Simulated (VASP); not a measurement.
Output of a VASP run:

OUTCAR:
```
 ion  position               nearest neighbor table
   1  0.000  0.000  0.000-   2 2.94   2 2.94   2 2.94   2 2.94   2 2.94   2 2.94
   2  0.500  0.500  0.500-   1 2.94   1 2.94   1 2.94   1 2.94   1 2.94   1 2.94
  LATTYP: Found a face centered cubic cell.
 ALAT       =     5.8895100000
 Subroutine PRICEL returns:
 Original cell was already a primitive cell.
 Subroutine GETGRP returns: Found 48 space group operations
The static configuration has the point symmetry O_h .
The dynamic configuration has the point symmetry O_h .
 Subroutine INISYM returns: Found 48 space group operations
 Subroutine IBZKPT returns following result:
 Found      8 irreducible k-points:

 Following reciprocal coordinates:
            Coordinates               Weight
  0.000000  0.000000  0.000000      1.000000
  0.250000  0.000000  0.000000      8.000000
  0.500000  0.000000  0.000000      4.000000
  0.250000  0.250000  0.000000      6.000000
  0.500000  0.250000  0.000000     24.000000
 -0.250000  0.250000  0.000000     12.000000
  0.500000  0.500000  0.000000      3.000000
 -0.250000  0.500000  0.250000      6.000000
 Subroutine IBZKPT_HF returns following result:
   k-points           NKPTS =      8   k-points in BZ     NKDIM =     64   number of bands    NBANDS=     14
   number of dos      NEDOS =    301   number of ions     NIONS =      2
   total plane-waves  NPLWV =  13824
   dimension x,y,z NGX =    24 NGY =   24 NGZ =   24
   dimension x,y,z NGXF=    48 NGYF=   48 NGZF=   48
   ions per type =               1   1
   PREC   = accura    normal or accurate (medium, high low for compatibility)
   ISTART =      0    job   : 0-new  1-cont  2-samecut
   ICHARG =      2    charge: 1-file 2-atom 10-const
   ISPIN  =      1    spin polarized calculation?
   LNONCOLLINEAR =      F non collinear calculations
   LSORBIT =      F    spin-orbit coupling
   INIWAV =      1    electr: 0-lowe 1-rand  2-diag
   ENCUT  =  300.0 eV  22.05 Ry    4.70 a.u.   5.88  5.88  5.88*2*pi/ulx,y,z
   NELM   =    100;   NELMIN=  2; NELMDL= -5     # of ELM steps
   EDIFF  = 0.1E-05   stopping-criterion for ELM
   LREAL  =      F    real-space projection
   NLSPLINE    = F    spline interpolate recip. space projectors
   LMAXMIX     =    4 max onsite mixed and CHGCAR
   VOSKOWN=      0    Vosko Wilk Nusair interpolation
   EDIFFG = 0.1E-04   stopping-criterion for IOM
   NSW    =      0    number of steps for IOM
   NBLOCK =      1;   KBLOCK =      1    inner block; outer block
   IBRION =     -1    ionic relax: 0-MD 1-quasi-New 2-CG
   NFREE  =      0    steps in history (QN), initial steepest desc. (CG)
   ISIF   =      2    stress and relaxation
   ISYM   =      3    0-nonsym 1-usesym 2-fastsym
   TEIN   =    0.0    initial temperature
   TEBEG  =    0.0;   TEEND  =   0.0 temperature during run
   SMASS  =  -3.00    Nose mass-parameter (am)
   PSTRESS=    0.0 pullay stress
   NELECT =      20.0000    total number of electrons
   EFERMI =   0.00;   METHOD = LEGACY
   ISMEAR =     0;   SIGMA  =   0.05  broadening in eV -4-tet -1-fermi 0-gaus
   IALGO  =     38    algorithm
   LDIAG  =      T    sub-space diagonalisation (order eigenvalues)
   IMIX   =      1    mixing-type and parameters
     AMIX     =   0.40;   BMIX     =  1.00
     AMIX_MAG =   1.60;   BMIX_MAG =  1.00
     AMIN     =   0.10
   GGA     = PE    functional components
   VOSKOWN =     0    Vosko Wilk Nusair interpolation
   LHFCALC =     T    Hartree Fock is set to
   NKREDX  =     1    reduce k-point grid by
   AEXX    =    0.2500 exact exchange contribution
   HFSCREEN=    0.2000 screening length (either q_TF or 0.3 A-1)
   HFRCUT  =    0.0000 spherical cutoff for potential kernel
   AGGAX   =    0.7500 GGA exchange part
   ALDAC   =    1.0000 LDA correlation
   AGGAC   =    1.0000 GGA correlation
  energy-cutoff  :      300.00
  volume of cell :       51.07
      direct lattice vectors                 reciprocal lattice vectors
     0.000000000  2.944755000  2.944755000    -0.169793412  0.169793412  0.169793412
     2.944755000  0.000000000  2.944755000     0.169793412 -0.169793412  0.169793412
...
```

OSZICAR:
```
       N       E                     dE             d eps       ncg     rms          rms(c)
DAV:   1    -0.256338217042E+04   -0.25634E+04   -0.80604E+03   232   0.109E+03
DAV:   2    -0.269198128036E+04   -0.12860E+03   -0.12645E+03   266   0.313E+02
DAV:   3    -0.270092385859E+04   -0.89426E+01   -0.89243E+01   266   0.860E+01
DAV:   4    -0.270111056375E+04   -0.18671E+00   -0.18666E+00   278   0.158E+01
DAV:   5    -0.109233118103E+02    0.26902E+04   -0.10890E+01   266   0.590E+01    0.522E+00
DAV:   6    -0.103437620910E+02    0.57955E+00   -0.18876E+00   260   0.113E+01    0.363E+00
DAV:   7    -0.104093414705E+02   -0.65579E-01   -0.58722E-01   282   0.405E+00    0.306E+00
DAV:   8    -0.104156007704E+02   -0.62593E-02   -0.21619E-02   254   0.116E+00    0.198E+00
DAV:   9    -0.104105477392E+02    0.50530E-02   -0.86483E-03   266   0.642E-01    0.967E-01
DAV:  10    -0.104103924367E+02    0.15530E-03   -0.32832E-03   260   0.305E-01    0.393E-01
DAV:  11    -0.104103390220E+02    0.53415E-04   -0.21418E-04   284   0.129E-01    0.174E-01
DAV:  12    -0.104103108596E+02    0.28162E-04   -0.10935E-04   324   0.889E-02    0.868E-02
DAV:  13    -0.104103242485E+02   -0.13389E-04   -0.46438E-05   272   0.540E-02    0.456E-02
DAV:  14    -0.104103352352E+02   -0.10987E-04   -0.96514E-06   254   0.307E-02    0.258E-02
DAV:  15    -0.104103412134E+02   -0.59782E-05   -0.32889E-06   248   0.182E-02    0.169E-02
DAV:  16    -0.104103444476E+02   -0.32342E-05   -0.14618E-06   234   0.115E-02    0.121E-02
DAV:  17    -0.104103460777E+02   -0.16300E-05   -0.66136E-07   172   0.754E-03    0.894E-03
DAV:  18    -0.104103468885E+02   -0.81079E-06   -0.32290E-07   154   0.512E-03
   1 F= -.10410347E+02 E0= -.10410347E+02  d E =-.143686E-18
```

### OUTCAR
```
------------------------ aborting loop because EDIFF is reached ----------------------------------------
  FORCE on cell =-STRESS in cart. coord.  units (eV):
  Direction    XX          YY          ZZ          XY          YZ          ZX
  --------------------------------------------------------------------------------------
  Total        0.6737815      0.6737815      0.6737815     -0.0000000     -0.0000000     -0.0000000
  in kB       21.1374299     21.1374299     21.1374299     -0.0000000     -0.0000000     -0.0000000
  external PRESSURE =      21.1374299 kB  Pullay stress =       0.0000000 kB
  volume of cell :       51.07
      direct lattice vectors                 reciprocal lattice vectors
     0.000000000  2.944755000  2.944755000    -0.169793412  0.169793412  0.169793412
     2.944755000  0.000000000  2.944755000     0.169793412 -0.169793412  0.169793412
     2.944755000  2.944755000  0.000000000     0.169793412  0.169793412 -0.169793412
  FREE ENERGIE OF THE ION-ELECTRON SYSTEM (eV)
  ---------------------------------------------------
  free  energy   TOTEN  =       -10.4103468885 eV

  energy  without entropy=      -10.4103468885  energy(sigma->0) =      -10.41034689

  exchange ACFDT corr.  =         0.00000000  see jH, gK, PRB 81, 115126
```
(Selected blocks of OUTCAR.)

POSCAR:
```
PbS
1
    0.0000000000     2.9447550000     2.9447550000
    2.9447550000     0.0000000000     2.9447550000
    2.9447550000     2.9447550000     0.0000000000
Pb S
1 1
Direct
  0.0000000000   0.0000000000   0.0000000000
  0.5000000000   0.5000000000   0.5000000000
```

Task: Reconstruct the remaining input files.

Result: Several could match; the one computed here: the input of the run itself, HSE06 screened hybrid, plane waves, VASP's PBE PAW potentials (set 64).

File KPOINTS:
```
Regular mesh
0
G
  4 4 4
0 0 0
```

### INCAR
```
# general
SYSTEM    =  PbS
PREC      =  Accurate
ENCUT     =  300   # plane-wave cut-off (eV)
LREAL     =  .FALSE.   # projection in real space or not
LASPH     =  .TRUE.   # aspherical one-centre terms
ISYM      =  3

# electronic loop
EDIFF     =  1E-6
NELM      =  100   # most electronic steps
ALGO      =  Normal   # blocked Davidson
LMAXMIX   =  4

# smearing
ISMEAR    =  0
SIGMA     =  0.05

# functional
GGA       =  PE
LHFCALC   =  .TRUE.
AEXX      =  0.25
HFSCREEN  =  0.2   # 1/Angstrom
PRECFOCK  =  Fast

# ions
ISIF      =  2   # forces and stress, cell fixed

# output
LWAVE     =  .FALSE.
LCHARG    =  .FALSE.
```

POTCAR, in this order: Pb_d S (PBE.64 set). Program: vasp_std.

At this cut-off the stress carries a Pulay error, which pulls relaxed volumes low.

The structure is a typed PbS crystal. The cell was not relaxed at this level. The k-mesh is coarse (spacing up to 0.46 per Å, 2π included), so the numbers may not be converged in it. The run is one of a series of settings (AEXX = 0.25, HFSCREEN = 0.2, ISYM = 3, LHFCALC = .TRUE., PRECFOCK = Fast, KPOINTS 4×4×4 Γ-centred mesh against the base run), some of them coarse on purpose.
